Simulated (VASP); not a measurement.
The system is C.

```
CELL_PARAMETERS angstrom
2.45600 0.00000 0.00000
-1.22800 2.12696 0.00000
0.00000 0.00000 6.69600
ATOMIC_POSITIONS crystal
C 0.00000 0.00000 0.75000
C 0.00000 0.00000 0.25000
C 0.33333 0.66667 0.75000
C 0.66667 0.33333 0.25000
```

Base run:

* Program: VASP 6.6.1
* Functional: PBE
* Dispersion: D3(BJ)
* Potentials or basis: VASP PAW PBE potentials, release 64 (C)
* Cutoff: 700 eV
* k mesh: 12 × 12 × 4
* Occupations: gaussian, width 0.02 eV
* Spin: no spin polarisation

Its results: band gap on the k mesh none (metal or under the smearing width); pressure 3.2 GPa.

Task: The run is repeated on the same cell with these changes: cutoff from 700 eV to 520 eV; k mesh from 12 × 12 × 4 to 9 × 9 × 4. What comes out?

Result: Band gap on the k mesh none (metal or under the smearing width); pressure 3.8 GPa.

Not every run made on this cell is shown here.
